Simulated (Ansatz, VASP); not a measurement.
# Cross-check of CdF2 between VASP and Ansatz, part 2 of 2

Aim: how closely do two programs agree when they are given the same cell, functional and k mesh? The cell is taken from a series of runs on this material, whose earlier steps may have relaxed, scaled, displaced or heated it; both programs get it as it stands.

VASP 6.6.1 and Ansatz 0.2.0.

So far: The starting structure; VASP: relaxation of cell and atoms, RPBE, pair 1; Ansatz: relaxation of cell and atoms, RPBE, pair 1; Comparison.

### Step 5. VASP: relaxation of cell and atoms, RPBE, pair 2

Level of this step: RPBE; plane waves and PAW (Cd, F) (VASP).

The relaxed volume is the usual yardstick between codes: in a stiff, nearly cubic crystal its relative difference is about their pressure difference at one cell divided by the bulk modulus.

The input, INCAR:

```
SYSTEM = CdF2
PREC = Accurate
ENCUT = 600
EDIFF = 1E-07
NELM = 120
ISMEAR = 0
SIGMA = 0.01
LREAL = .FALSE.
ALGO = Normal
GGA = RP
NBANDS = 19
LORBIT = 11
LWAVE = .FALSE.
LCHARG = .FALSE.
ISIF = 3
IBRION = 2
NSW = 80
EDIFFG = -0.005
LASPH = .TRUE.
GGA_COMPAT = .FALSE.
NELMIN = 4
EFERMI = MIDGAP
```

The input, POSCAR:

```
CdF2
1.0
    0.0000000000      2.7870160000      2.7870160000
    2.7870160000      0.0000000000      2.7870160000
    2.7870160000      2.7870160000      0.0000000000
Cd F
1 2
Direct
    0.0000000000      0.0000000000      0.0000000000
    0.2500000000      0.2500000000      0.2500000000
    0.7500000000      0.7500000000      0.7500000000
```

The input, KPOINTS:

```
Automatic mesh
0
Gamma
8 8 8
0 0 0
```

Potentials, in the order of the species: Cd and F (PBE family, release 64).

Launch:

```bash
$ mpirun -np 1 vasp_std
```

Numbers of over 12 decimals in the logs are rounded to 6 here.

What it wrote:

```text
[banner, memory and clock lines left out]
running    1 mpi-ranks, on    1 nodes
[...]
[... a notice as in an earlier step ...]

 LDA part: xc-table for (Slater+PW92), standard interpolation
 POSCAR, INCAR and KPOINTS ok, starting setup
[...]
entering main loop
       N       E                     dE             d eps       ncg     rms          rms(c)
DAV:   1     0.214973200911E+03    0.21497E+03   -0.16450E+04  1126   0.152E+03
DAV:   2    -0.149228667427E+01   -0.21647E+03   -0.20762E+03  1203   0.371E+02
DAV:   3    -0.118967013162E+02   -0.10404E+02   -0.10367E+02  1210   0.877E+01
DAV:   4    -0.119532846833E+02   -0.56583E-01   -0.56579E-01  1171   0.656E+00
[...]
DAV:  14    -0.100432619478E+02    0.14019E-05   -0.58106E-06  1147   0.285E-02    0.241E-03
DAV:  15    -0.100432620840E+02   -0.13625E-06   -0.28249E-07  1210   0.615E-03    0.593E-04
DAV:  16    -0.100432621099E+02   -0.25852E-07   -0.19312E-08   910   0.144E-03
   1 F= -.10043262E+02 E0= -.10043262E+02  d E =-.100433E+02
[...]
N       E                     dE             d eps       ncg     rms          rms(c)
DAV:   1    -0.100449426592E+02   -0.16806E-02   -0.31751E-02  1156   0.197E+00    0.319E-01
DAV:   2    -0.100434479572E+02    0.14947E-02   -0.52589E-03  1144   0.648E-01    0.669E-02
DAV:   3    -0.100433425272E+02    0.10543E-03   -0.22783E-04  1161   0.255E-01    0.685E-02
DAV:   4    -0.100433250433E+02    0.17484E-04   -0.30865E-05  1162   0.654E-02    0.485E-02
DAV:   5    -0.100433180092E+02    0.70341E-05   -0.71073E-06  1114   0.278E-02    0.552E-03
DAV:   6    -0.100433177260E+02    0.28320E-06   -0.11668E-06  1354   0.165E-02    0.969E-04
DAV:   7    -0.100433175982E+02    0.12782E-06   -0.10387E-07   851   0.316E-03    0.907E-04
DAV:   8    -0.100433174877E+02    0.11049E-06   -0.33211E-08   681   0.286E-03    0.228E-04
DAV:   9    -0.100433175069E+02   -0.19231E-07   -0.35483E-09   569   0.535E-04
   2 F= -.10043318E+02 E0= -.10043318E+02  d E =-.553970E-04
 trial-energy change:   -0.000055  1 .order   -0.000056   -0.000118    0.000007
 step:   0.9454(harm=  0.9454)  dis= 0.00000  next Energy=   -10.043318 (dE=-0.558E-04)
 reached required accuracy - stopping structural energy minimisation
```

From OUTCAR (step 5):

```text
  Total       -0.0028551     -0.0028551     -0.0028551      0.0000000      0.0000000      0.0000000
  in kB       -0.1054007     -0.1054007     -0.1054007      0.0000000      0.0000000      0.0000000
  external PRESSURE =      -0.1054007 kB  Pullay stress =       0.0000000 kB

 POSITION                                       TOTAL-FORCE (eV/Angst)
 -----------------------------------------------------------------------------------
      2.78923      5.57846      2.78923        -0.000000     -0.000000     -0.000000
      1.39462      1.39462      1.39462         0.000000      0.000000     -0.000000
      4.18385      4.18385      4.18385        -0.000000     -0.000000      0.000000
 -----------------------------------------------------------------------------------
    total drift:                               -0.000000     -0.000000      0.000000

  FREE ENERGIE OF THE ION-ELECTRON SYSTEM (eV)
  ---------------------------------------------------
  free  energy   TOTEN  =       -10.0433175069 eV

  energy  without entropy=      -10.0433175069  energy(sigma->0) =      -10.04331751

[... 2 parts as in an earlier step ...]

[... 2 further parts left out ...]
[key lines of the parts left out:]
E-fermi :  -0.3807
```

### Step 6. Ansatz: relaxation of cell and atoms, RPBE, pair 2

The same cell, functional and mesh now go to Ansatz, which takes its cutoff from its data sets.

The cell is taken from a series of runs on this material, whose earlier steps may have relaxed, scaled, displaced or heated it; both programs get it as it stands.

The input, input.yaml:

```yaml
crystal:
  lattice:
    - [0.0, 2.7870157695, 2.7870157695]
    - [2.7870157695, 0.0, 2.7870157695]
    - [2.7870157695, 2.7870157695, 0.0]
  atoms:
    - { symbol: Cd, position: [0.0, 0.0, 0.0] }
    - { symbol: F, position: [0.25, 0.25, 0.25] }
    - { symbol: F, position: [0.75, 0.75, 0.75] }
kpoints:
  mp_grid: { grid: [8, 8, 8] }
hamiltonian:
  xc: rpbe
scf:
  occupations: { method: fixed }
output:
  forces: true
  stress: true
  eigenvalues: true
relax:
  adjacent_minimum: "off"
  f_tol: 0.001
  max_steps: 60
  cell: { stress_tol: 0.01 }
```

Launch:

```bash
$ ansatz run input.yaml --threads 4 --pin off --max-ram 8192MiB --backend cpu --events-out ev --progress --plain --runs-dir out
```

What it wrote:

```text
[...]
Crystal: 3 atoms, lattice volume = 43.296 Å³
Basis set: ecut = 420 eV, 869 PW (Γ), exchange–correlation on 54×54×54 points (8 copies of the dense FFT grid, shifted against one another)
Bands: 21, of which v1, the nominal top of the filled ones, is band 17 counted from 1 (16 counted from 0)
Symmetry: 48 space group operations
[...]
k-points: 29 of 512
[...]
k-point 28: bands = [... 13 lower, 3.8978, 3.8978, 4.7831, 5.1930, 12.5609, 16.3750, 16.3750, 16.7122]
--- Relaxed structure (2 steps of the walk, 2 accepted, 1 SCFs on fresh bases) ---
[...]
cell:  # Å, volume = 43.3025 Å³
    - [0, 2.787154, 2.787154]
    - [2.787154, 0, 2.787154]
    - [2.787154, 2.787154, 0]
  atoms:
    - { symbol: Cd, position: [0, 0, 0] }
    - { symbol: F, position: [0.25, 0.25, 0.25] }
    - { symbol: F, position: [0.75, 0.75, 0.75] }
[key lines of the parts left out:]
SCF converged after 9 iterations
Free energy (F): -9884.549998 eV
Fermi energy:    5.192959 eV
P = ⅓ Tr σ = -0.0000 GPa (-0.000 kbar)
```

### Step 7. Side by side

What differs besides the data sets and the points named for the pairs above, as far as they apply: fixed occupations in Ansatz, narrow Gaussian smearing in VASP; the data sets hold 34 valence electrons in Ansatz (on its default PAW (the set named soft_2) files) and 26 in VASP. Total energies have different zeros and are not compared.

Both answers:

```
                                         quantity  Ansatz   VASP  difference
                                      volume (Å³)   43.30  43.40     -0.22 %
edge a after relaxation, in the typed setting (Å)   3.942  3.945     -0.08 %
```

### Step 8. Summary of results

| Quantity | Value |
| --- | --- |
| difference in volume (relaxation of cell and atoms, RPBE, pair 1) | -0.26 % |
| difference in volume (relaxation of cell and atoms, RPBE, pair 2) | -0.22 % |

What this shows: The difference in volume is -0.26 % (relaxation of cell and atoms, RPBE, pair 1), within the 1.2 % picked in this series as the mark of a large difference, as far as the stopping tolerances let one tell. The data sets hold unlike numbers of valence electrons (34 in Ansatz and 26 in VASP), so part of the differences comes from the potentials. How closely two codes agree says nothing of how well the functional describes the real material.

[Lines on the potential files, build, host, timing and source positions are cut from VASP's logs without a mark.]

[Logs are printed without paths, hosts, clocks, repeated set-up lines and the standing remarks that a program may print on its own settings, such as how far it seeks lower states.]

[Hosts, paths, dates, database ids (printed as entryN), source tags and the programs' standing remarks are cut or masked in the printed files.]
